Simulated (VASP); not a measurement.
All values below come from r2SCAN meta-GGA, VASP's PBE PAW potentials (set 64) (plane waves; VASP 6.6.1).

The input files of a VASP run:

### POSCAR
```
InGaAs2
1
    4.1725710772     0.0000000000     0.0000000000
    0.0000000000     4.1725710772     0.0000000000
    0.0000000000     0.0000000000     5.8605290531
In Ga As
1 1 2
Direct
  0.0000000000   1.0000000000   0.5000000000
  0.5000000000   0.5000000000   0.0000000000
  0.5000000000   1.0000000000   0.7696948577
  1.0000000000   0.5000000000   0.2303051423
```

KPOINTS:
```
Automatic mesh
0
Gamma
7 7 5
0 0 0
```

**INCAR**
```
LREAL = .FALSE.
SYSTEM = InGaAs2
METAGGA = R2SCAN
ENCUT = 400   # plane-wave cut-off (eV)
ISMEAR = 1
LWAVE = .FALSE.
LMIXTAU = .TRUE.
ISIF = 3
PREC = Accurate
ALGO = Normal   # blocked Davidson
EDIFF = 1E-6
NELM = 100
LMAXMIX = 4
NSW = 60   # most ionic steps
LCHARG = .FALSE.
IBRION = 2   # conjugate gradients
LASPH = .TRUE.   # aspherical one-centre terms
SIGMA = 0.1
EDIFFG = -0.02
```

POTCAR, in this order: In_d Ga_d As (PBE.64 set). Program: vasp_std.

The resulting files:

File OSZICAR:
```
       N       E                     dE             d eps       ncg     rms          rms(c)
DAV:   1     0.201129031903E+03    0.20113E+03   -0.15396E+04  1320   0.177E+03
DAV:   2    -0.441486536059E+02   -0.24528E+03   -0.24107E+03  1434   0.416E+02
DAV:   3    -0.696598095496E+02   -0.25511E+02   -0.25152E+02  1602   0.137E+02
DAV:   4    -0.704834678550E+02   -0.82366E+00   -0.82259E+00  1622   0.269E+01
DAV:   5    -0.705078601259E+02   -0.24392E-01   -0.24389E-01  1872   0.408E+00    0.725E+00
DAV:   6    -0.667925569734E+02    0.37153E+01   -0.25654E+00  1638   0.311E+01    0.370E+00
DAV:   7    -0.640640976275E+02    0.27285E+01   -0.78747E-01  1380   0.883E+00    0.156E+00
DAV:   8    -0.649191688459E+02   -0.85507E+00   -0.97004E-01  1362   0.728E+00    0.125E+00
DAV:   9    -0.649592338066E+02   -0.40065E-01   -0.72596E-02  1548   0.219E+00    0.655E-01
DAV:  10    -0.649799579943E+02   -0.20724E-01   -0.36130E-02  1466   0.176E+00    0.306E-01
DAV:  11    -0.650083463452E+02   -0.28388E-01   -0.37271E-02  1344   0.147E+00    0.134E-01
DAV:  12    -0.650095665900E+02   -0.12202E-02   -0.17865E-03  1596   0.316E-01    0.163E-01
DAV:  13    -0.650097748856E+02   -0.20830E-03   -0.81089E-05  1920   0.681E-02    0.186E-01
DAV:  14    -0.650096424173E+02    0.13247E-03   -0.17125E-04  1528   0.101E-01    0.190E-01
DAV:  15    -0.650095906301E+02    0.51787E-04   -0.16646E-03  1332   0.447E-01    0.293E-01
DAV:  16    -0.650088861049E+02    0.70453E-03   -0.33963E-03  1664   0.542E-01    0.616E-01
DAV:  17    -0.650102179342E+02   -0.13318E-02   -0.10329E-03  1356   0.349E-01    0.825E-01
DAV:  18    -0.650102816428E+02   -0.63709E-04   -0.38660E-05  1618   0.459E-02    0.853E-01
DAV:  19    -0.650103166748E+02   -0.35032E-04   -0.43962E-05  1606   0.630E-02    0.799E-01
DAV:  20    -0.650103531759E+02   -0.36501E-04   -0.17675E-03  1578   0.358E-01    0.939E-02
DAV:  21    -0.650104224139E+02   -0.69238E-04   -0.24295E-04  1344   0.188E-01    0.231E-01
DAV:  22    -0.650104139596E+02    0.84543E-05   -0.27646E-05  1562   0.770E-02    0.193E-01
DAV:  23    -0.650104575099E+02   -0.43550E-04   -0.35010E-05  1540   0.713E-02    0.558E-02
DAV:  24    -0.650104745562E+02   -0.17046E-04   -0.27074E-05  1430   0.527E-02    0.793E-03
DAV:  25    -0.650104766583E+02   -0.21021E-05   -0.26726E-06  1302   0.136E-02    0.311E-03
DAV:  26    -0.650104779818E+02   -0.13236E-05   -0.13485E-06   888   0.139E-02    0.309E-03
DAV:  27    -0.650104787645E+02   -0.78264E-06   -0.60386E-07   762   0.696E-03
   1 F= -.65010479E+02 E0= -.65010541E+02  d E =-.650105E+02
       N       E                     dE             d eps       ncg     rms          rms(c)
DAV:   1    -0.650138862767E+02   -0.34083E-02   -0.94376E-02  1434   0.257E+00    0.331E-01
DAV:   2    -0.650123714029E+02    0.15149E-02   -0.33852E-03  1512   0.730E-01    0.204E-01
DAV:   3    -0.650115680072E+02    0.80340E-03   -0.88475E-04  1758   0.443E-01    0.316E-02
DAV:   4    -0.650116918634E+02   -0.12386E-03   -0.31002E-04  1434   0.156E-01    0.215E-02
DAV:   5    -0.650116745383E+02    0.17325E-04   -0.46279E-05  1476   0.549E-02    0.177E-02
DAV:   6    -0.650116935054E+02   -0.18967E-04   -0.18190E-05  1398   0.369E-02    0.205E-03
DAV:   7    -0.650116938834E+02   -0.37807E-06   -0.46463E-06  1200   0.193E-02
   2 F= -.65011694E+02 E0= -.65011753E+02  d E =-.121512E-02
       N       E                     dE             d eps       ncg     rms          rms(c)
DAV:   1    -0.650183969536E+02   -0.67034E-02   -0.25292E-01  1446   0.420E+00    0.543E-01
DAV:   2    -0.650143133649E+02    0.40836E-02   -0.91478E-03  1524   0.119E+00    0.334E-01
DAV:   3    -0.650121483804E+02    0.21650E-02   -0.24535E-03  1782   0.710E-01    0.522E-02
DAV:   4    -0.650124876137E+02   -0.33923E-03   -0.80314E-04  1452   0.246E-01    0.355E-02
DAV:   5    -0.650124395747E+02    0.48039E-04   -0.12696E-04  1428   0.900E-02    0.295E-02
DAV:   6    -0.650124942574E+02   -0.54683E-04   -0.51972E-05  1644   0.619E-02    0.350E-03
DAV:   7    -0.650124953170E+02   -0.10596E-05   -0.12665E-05  1218   0.321E-02    0.481E-03
DAV:   8    -0.650124996562E+02   -0.43393E-05   -0.27430E-06  1224   0.163E-02    0.257E-03
DAV:   9    -0.650124991809E+02    0.47532E-06   -0.75831E-07   942   0.743E-03
   3 F= -.65012499E+02 E0= -.65012556E+02  d E =-.202042E-02
```

OUTCAR:
```
------------------------ aborting loop because EDIFF is reached ----------------------------------------
  FORCE on cell =-STRESS in cart. coord.  units (eV):
  Direction    XX          YY          ZZ          XY          YZ          ZX
  --------------------------------------------------------------------------------------
  Total        0.0145386      0.0145386      0.0249095      0.0000000      0.0000000      0.0000000
  in kB        0.2284667      0.2284667      0.3914392      0.0000000      0.0000000      0.0000000
  external PRESSURE =       0.2827909 kB  Pullay stress =       0.0000000 kB
  volume of cell :      101.96
      direct lattice vectors                 reciprocal lattice vectors
     4.152674580  0.000000000 -0.000000000     0.240808660  0.000000000 -0.000000000
     0.000000000  4.152674580  0.000000000     0.000000000  0.240808660  0.000000000
     0.000000000  0.000000000  5.912286084     0.000000000  0.000000000  0.169139312
 POSITION                                       TOTAL-FORCE (eV/Angst)
 -----------------------------------------------------------------------------------
      0.00000      0.00000      2.95614        -0.000000      0.000000      0.000000
      2.07634      2.07634     -0.00000         0.000000     -0.000000      0.000000
      2.07634      0.00000      4.55303        -0.000000      0.000000     -0.013894
      0.00000      2.07634      1.35925         0.000000      0.000000      0.013894
 -----------------------------------------------------------------------------------
    total drift:                                0.000000      0.000000      0.000000
  FREE ENERGIE OF THE ION-ELECTRON SYSTEM (eV)
  ---------------------------------------------------
  free  energy   TOTEN  =       -65.0124991809 eV

  energy  without entropy=      -65.0126696909  energy(sigma->0) =      -65.01255602

 reached required accuracy - stopping structural energy minimisation
```
(Selected blocks of OUTCAR.)

**CONTCAR**
```
InGaAs2
   1.00000000000000
     4.1526745804558187    0.0000000000000000   -0.0000000000000000
     0.0000000000000000    4.1526745804558187    0.0000000000000000
     0.0000000000000000    0.0000000000000000    5.9122860835205389
  In              Ga              As
     1     1     2
Direct
     0.0000000000000000    0.0000000000000000    0.5000000000000000
     0.5000000000000000    0.5000000000000000    0.0000000000000000
     0.5000000000000000    0.0000000000000000    0.7700971539215146
     0.0000000000000000    0.5000000000000000    0.2299028460784855
```

The structure comes from a computed database's InGaAs2 entry (P-4m2); how it stands against other phases isn't given here. This run relaxes it. Symmetry was kept, so distortions that lower it aren't found. The start is the result of an earlier pass.
